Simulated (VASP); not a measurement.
AlN (zinc blende) at three volumes. Computed with G0W0 on PBE orbitals, VASP's PBE PAW potentials (set 64) (plane waves; VASP 6.6.1). Run with PREC = Normal, 500 eV cut-off, 4×4×4 Γ-centred mesh, Gaussian smearing of 0.010 eV, potentials Al_GW N_GW_new.

The mesh is coarse and the basis finite, so the quasiparticle values are not converged.

```json
[
 {"V (Å³/atom)": "10.08", "PBE gap on the mesh (eV)": "3.30", "G0W0 gap (eV)": "4.79", "PBE direct gap (eV)": "4.47", "G0W0 direct gap (eV)": "6.19"},
 {"V (Å³/atom)": "10.50", "PBE gap on the mesh (eV)": "3.28", "G0W0 gap (eV)": "4.72", "PBE direct gap (eV)": "4.11", "G0W0 direct gap (eV)": "5.77"},
 {"V (Å³/atom)": "10.92", "PBE gap on the mesh (eV)": "3.26", "G0W0 gap (eV)": "4.64", "PBE direct gap (eV)": "3.77", "G0W0 direct gap (eV)": "5.38"}
]
```

Task: Estimate the volume deformation potential dE/d ln V of the smallest direct gap at both levels.

Result: From the outer points, -8.7 eV in PBE and -10.1 eV in G0W0.

Runs of the series that failed, ran out of time, didn't relax or are held back are left out.

The compound is AlN in the zinc blende structure, a metastable form; wurtzite is the usual one.
